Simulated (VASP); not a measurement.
Data:

```
O2Si
1.0
    4.17493     0.00000     0.00000
    0.00000     4.17493     0.00000
    0.00000     0.00000     2.67118
Si O
2 4
Direct
  0.00000   0.00000   0.00000
  0.50000   0.50000   0.50000
  0.30560   0.30560   0.00000
  0.80560   0.19440   0.50000
  0.19440   0.80560   0.50000
  0.69440   0.69440   0.00000
```

Level of theory: r2SCAN+rVV10, VASP's PBE PAW potentials (set 64) (plane waves; VASP). Numerical set-up: 520 eV cut-off, 6×6×9 Γ-centred mesh, tetrahedra with Blöchl corrections, potentials Si O.

Question: Give the energies of bands 6 to 19 at the high-symmetry points, in eV from the valence-band maximum.

Answer: 
```json
[
 {"band": "6", "Γ": "-6.54", "X": "-9.48", "M": "-8.04", "Z": "-9.64", "R": "-9.51", "A": "-10.93"},
 {"band": "7", "Γ": "-6.54", "X": "-4.64", "M": "-6.00", "Z": "-7.01", "R": "-8.28", "A": "-8.32"},
 {"band": "8", "Γ": "-6.39", "X": "-4.64", "M": "-6.00", "Z": "-7.01", "R": "-8.28", "A": "-8.32"},
 {"band": "9", "Γ": "-5.51", "X": "-4.58", "M": "-4.10", "Z": "-6.41", "R": "-6.64", "A": "-4.59"},
 {"band": "10", "Γ": "-5.19", "X": "-4.58", "M": "-4.10", "Z": "-6.41", "R": "-6.64", "A": "-4.59"},
 {"band": "11", "Γ": "-3.21", "X": "-3.98", "M": "-3.34", "Z": "-4.71", "R": "-4.05", "A": "-4.57"},
 {"band": "12", "Γ": "-3.21", "X": "-3.98", "M": "-3.34", "Z": "-4.71", "R": "-4.05", "A": "-4.57"},
 {"band": "13", "Γ": "-2.52", "X": "-2.73", "M": "-2.73", "Z": "-3.16", "R": "-2.32", "A": "-1.78"},
 {"band": "14", "Γ": "-0.89", "X": "-2.73", "M": "-2.73", "Z": "-3.16", "R": "-2.32", "A": "-1.78"},
 {"band": "15", "Γ": "-0.89", "X": "-1.08", "M": "-2.34", "Z": "-2.73", "R": "-1.82", "A": "-1.62"},
 {"band": "16", "Γ": "0.00", "X": "-1.08", "M": "-2.34", "Z": "-2.73", "R": "-1.82", "A": "-1.62"},
 {"band": "17", "Γ": "6.53", "X": "8.70", "M": "8.40", "Z": "10.17", "R": "9.82", "A": "8.16"},
 {"band": "18", "Γ": "7.57", "X": "8.70", "M": "8.40", "Z": "10.17", "R": "9.82", "A": "8.16"},
 {"band": "19", "Γ": "9.41", "X": "9.99", "M": "11.02", "Z": "13.71", "R": "10.93", "A": "12.00"}
]
```

The gap is direct, 6.53 eV, from the valence maximum at Γ to the conduction minimum at Γ.

The compound is SiO2 in the rutile structure, stishovite, a high-pressure form. It was relaxed first.
